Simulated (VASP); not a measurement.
Given:

```xyz
1
Lattice="-2.5019 2.5019 2.5019 2.5019 -2.5019 2.5019 2.5019 2.5019 -2.5019" Properties=species:S:1:pos:R:3 pbc="T T T"
Ba     0.0000     0.0000     0.0000
```

Calculation: vdW-DF2, VASP's PBE PAW potentials (set 64) (plane waves; VASP). Settings: 520 eV cut-off, 10×10×10 Γ-centred mesh, first-order Methfessel-Paxton smearing of 0.10 eV, potentials Ba_sv.

Task: The job: Ba (bcc), 1 atom, vdW-DF2, static run, 520 eV, 10×10×10 Γ-centred mesh. Roughly how much core time does it take on a busy server core?

Result: About 40 core-seconds (one run on a shared machine, a rough figure). It had 47 irreducible k-points, 9 bands, up to 1721 plane waves and 14 electronic steps.

The compound is Ba in the bcc structure. This cell is one point of a volume scan, at 0.97 of the reference volume.
